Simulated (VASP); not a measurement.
Consider the following.

```xyz
2
Lattice="0.0000 2.2499 2.2499 2.2499 0.0000 2.2499 2.2499 2.2499 0.0000" Properties=species:S:1:pos:R:3 pbc="T T T"
Na     0.0000     0.0000     0.0000
F      2.2499     2.2499     2.2499
```

The numbers are results of LDA (Ceperley-Alder, Perdew-Zunger), VASP's LDA PAW potentials (set 64) (plane waves; VASP), not measurements. Run with 620 eV cut-off, 10×10×10 Γ-centred mesh, Gaussian smearing of 0.050 eV, potentials Na_pv F.

Task: Predict the energy per atom (σ→0), band gap (on the k-mesh) with the smallest direct gap where there is one.

Result: 
| Property | Value |
|---|---|
| band gap (on the k-mesh) | 6.45 eV |
| smallest direct gap (on the k-mesh) | 6.45 eV |
| energy per atom (σ→0) | -4.667 eV/atom |

The absolute energy has meaning only against runs of the same code, potentials and settings.

The compound is NaF in the rock salt structure. It was relaxed first, which changed the volume by -8 %.
